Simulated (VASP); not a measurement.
**SiC4: relaxation of cell and atoms with PBE**

SiC4:

```
CELL_PARAMETERS angstrom
-2.19333 2.19333 2.19333
2.19333 -2.19333 2.19333
2.19333 2.19333 -2.19333
ATOMIC_POSITIONS crystal
Si 0.00000 0.00000 0.00000
C 0.00000 0.00000 0.50000
C 0.00000 0.50000 0.00000
C 0.50000 0.00000 0.00000
C 0.50000 0.50000 0.50000
```

The cell was built by a generator and needn't be a form met in nature.

The cell isn't the ideal one: species swapped into the MnGa4 type (Im-3m, No. 229).

```
Program                : VASP 6.6.1
Task                   : relaxation of cell and atoms
Functional             : PBE
Potentials or basis    : VASP PAW PBE potentials, release 64 (Si, C)
Cutoff                 : 600 eV
k mesh                 : 12 × 12 × 12
Occupations            : gaussian, width 0.1 eV
Spin                   : no spin polarisation
Dipole correction      : no
Further INCAR settings : ALGO = Normal; EDIFF = 1e-07; IBRION = 2; EDIFFG = -0.01; NSW = 100; ISIF = 3
```

```
Relaxed volume                         : 8.36 Å³/atom
Relaxed cell                           : a = 3.787 Å, b = 3.787 Å, c = 3.787 Å, α = 109.47°, β = 109.47°, γ = 109.47°
Space group after relaxing (to 0.05 Å) : Im-3m (No. 229)
Energy gained by relaxing              : 0.4 meV/atom
Ionic steps                            : 3
Pressure after relaxing                : 0.0 GPa
Band gap on the k mesh                 : none (metal or under the smearing width)
```

Step by step:
```tsv
step	energy change (eV)	largest force (eV/Å)	pressure (GPa)	volume (Å³)
1	0.0000	0.0000	-1.70	42.21
2	-0.0017	0.0000	0.72	41.66
3	-0.0021	0.0000	0.00	41.82
```

Final structure:
```yaml
crystal:
  lattice:
    - [-2.18663, 2.18663, 2.18663]
    - [2.18663, -2.18663, 2.18663]
    - [2.18663, 2.18663, -2.18663]
  atoms:
    - { symbol: Si, position: [0.00000, 0.00000, 0.00000] }
    - { symbol: C, position: [0.00000, 0.00000, 0.50000] }
    - { symbol: C, position: [0.00000, 0.50000, 0.00000] }
    - { symbol: C, position: [0.50000, 0.00000, 0.00000] }
    - { symbol: C, position: [0.50000, 0.50000, 0.50000] }
```

Levels at points of the mesh, in eV from the Fermi level:
```
           k point  band 7  band 8  band 9  band 10  band 11  band 12  band 13  band 14
(0.00, 0.00, 0.00)   -7.84   -4.16   -4.16    -4.16     1.34     3.49     3.49     3.49
(0.50, 0.00, 0.00)   -2.67   -1.84   -1.67    -1.42    -0.09     1.03     1.26     3.03
(0.50, 0.50, 0.50)   -3.26   -3.26   -3.26    -2.55     4.39     4.39     4.39     5.91
```

It took 47 s on 1 thread of Intel(R) Xeon(R) Platinum 8559C (Emerald Rapids) (shared host), peak memory 0.19 GiB.
